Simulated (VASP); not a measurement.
Crystal: MoS2.

```
Mo S
1.0
     3.16100    0.00000    0.00000
    -1.58050    2.73751    0.00000
     0.00000    0.00000   12.90975
Mo S
2 4
Cartesian
  0.0000 1.8250 3.2274
  1.5805 0.9125 9.6823
  1.5805 0.9125 4.7924
  1.5805 0.9125 1.6624
  0.0000 1.8250 11.2473
  0.0000 1.8250 8.1173
```

The cell was built by a generator and needn't be a form met in nature.

Base run:

```yaml
Program: VASP 6.6.1
Functional: SCAN
Potentials_or_basis: VASP PAW PBE potentials, release 64 (Mo_sv, S)
Cutoff: 520 eV
k_mesh: 8 × 8 × 2
Occupations: fermi-dirac, width 0.05 eV
Spin: no spin polarisation
```

Its results: band gap on the k mesh 1.36 eV, indirect (least direct gap 2.12 eV); pressure 0.0 GPa; largest force 0.161 eV/Å.

Problem. After a change of settings the same cell gave: band gap on the k mesh 1.21 eV, indirect (least direct gap 2.00 eV); pressure -2.4 GPa; largest force 0.227 eV/Å. Which change was it?
A. functional from SCAN to PBE; dispersion from none to D4
B. functional from SCAN to PBEsol
C. functional from SCAN to LDA; potentials or basis from VASP PAW PBE potentials, release 64 (Mo_sv, S) to VASP PAW LDA potentials, release 64 (Mo_sv, S)
D. functional from SCAN to optB86b-vdW

Solution. B.

SCAN gives the wider gap, since meta-GGAs in the generalised Kohn-Sham scheme recover part of the derivative discontinuity.

Caveats: the PAW data sets were made with another functional, which shifts forces and pressure a little; this functional lacks dispersion, which binds the layers, so the pressure and a relaxed spacing across them are unreliable (some runs).

Not every run made on this cell is shown here.
